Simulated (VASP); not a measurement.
Computed with PBEsol GGA, VASP's PBE PAW potentials (set 64) (plane waves; VASP 6.6.1).

A VASP calculation is set up with these files.

INCAR:
```
SYSTEM = GaP
PREC = Accurate; ENCUT = 480; LREAL = .False.
LASPH = .True.
EDIFF = 1E-7; NELM = 100; ALGO = Normal
LMAXMIX = 4
ISMEAR = 0; SIGMA = 0.05
GGA = PS
ISIF = 2
LWAVE = .False.; LCHARG = .False.
```

**KPOINTS**
```
Automatic mesh
0
gamma
 8 8 8
```

### POSCAR
```
GaP
1.0
  0.0000000000   2.6349523627   2.7164457347
  2.7164457347   0.0000000000   2.7164457347
  2.7164457347   2.6349523627   0.0000000000
Ga P
1 1
Cart
  0.0000000000   0.0000000000   0.0000000000
  1.3582228674   1.3174761813   1.3582228674
```

POTCAR, in this order: Ga_d P (PBE.64 set). Program: vasp_std.

Question: Estimate the energy per atom (σ→0), pressure.

Answer: 
The energy per atom (σ→0) is -4.952 eV/atom. The pressure is 2.95 GPa.

File OSZICAR:
```
...
DAV:   8    -0.990336910388E+01    0.30497E-02   -0.13823E-02  1819   0.174E+00    0.175E-01
DAV:   9    -0.990349671888E+01   -0.12761E-03   -0.12028E-03  2167   0.627E-01    0.678E-02
DAV:  10    -0.990351116893E+01   -0.14450E-04   -0.73898E-05  1827   0.828E-02    0.266E-02
DAV:  11    -0.990353591927E+01   -0.24750E-04   -0.26441E-05  1734   0.628E-02    0.423E-03
DAV:  12    -0.990353583146E+01    0.87809E-07   -0.17131E-06  2021   0.195E-02    0.448E-03
DAV:  13    -0.990353595787E+01   -0.12641E-06   -0.29319E-07  1738   0.476E-03    0.120E-03
DAV:  14    -0.990353591751E+01    0.40362E-07   -0.19394E-08   987   0.190E-03
   1 F= -.99035359E+01 E0= -.99035359E+01  d E =-.489762E-17
```

The compound is GaP in the zinc blende structure. This cell was strained or had an atom moved on purpose.
